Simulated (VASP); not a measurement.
Consider the following.

```yaml
crystal:
  lattice:
    - [0.00000, 3.30866, 3.30866]
    - [3.30866, 0.00000, 3.30866]
    - [3.30866, 3.30866, 0.00000]
  atoms:
    - { symbol: Sr, position: [0.00000, 0.00000, 0.00000] }
    - { symbol: Te, position: [0.50000, 0.50000, 0.50000] }
```

The numbers are results of PBEsol GGA, VASP's PBE PAW potentials (set 64) (plane waves; VASP 6.6.1), not measurements. Numerical set-up: 400 eV cut-off, Gaussian smearing of 0.050 eV, potentials Sr_sv Te.

Unless said otherwise, spin-orbit coupling is left out, though it shifts the bands of the heavy elements here.

Question: What does the run give for the band gap (along the path) with the smallest direct gap where there is one?

Answer: 
```yaml
band gap (along the path): 1.55 eV
smallest direct gap (along the path): 2.32 eV
```

Only differences to runs with the same potentials and settings are physical.

The structure was generated: SrTe was put into the rock salt type (Fm-3m), which need not be its known phase. It was relaxed first, which changed the volume by -22 %.
